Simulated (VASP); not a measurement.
Data:

```yaml
crystal:
  lattice:
    - [0.00000, 1.73776, 1.73776]
    - [1.73776, 0.00000, 1.73776]
    - [1.73776, 1.73776, 0.00000]
  atoms:
    - { symbol: Ni, position: [0.00000, 0.00000, 0.00000], spin: 0.6 }
```

Level of theory: PBE GGA with D3 dispersion (Becke-Johnson damping), VASP's PBE PAW potentials (set 64) (plane waves; VASP). Numerical set-up: 520 eV cut-off, 20×20×20 Γ-centred mesh, tetrahedra with Blöchl corrections, potentials Ni.

**Question.** Predict the cell moment, energy per atom (σ→0), band gap (on the k-mesh) with the smallest direct gap where there is one.

**Answer.** 
```json
{
  "band gap (on the k-mesh)": "none (metal, semimetal or under 0.01 eV)",
  "cell_moment": "0.61 μB",
  "energy per atom (σ→0)": "-5.942 eV/atom"
}
```

**Question.** Give the moment on each site (PAW-sphere projection).

**Answer.** 
```json
[
 {"site": "Ni1", "moment (μB)": "0.61"}
]
```

Total energies compare only between runs with the same potentials, cut-off and functional.

The compound is Ni in the fcc structure. It was relaxed first.
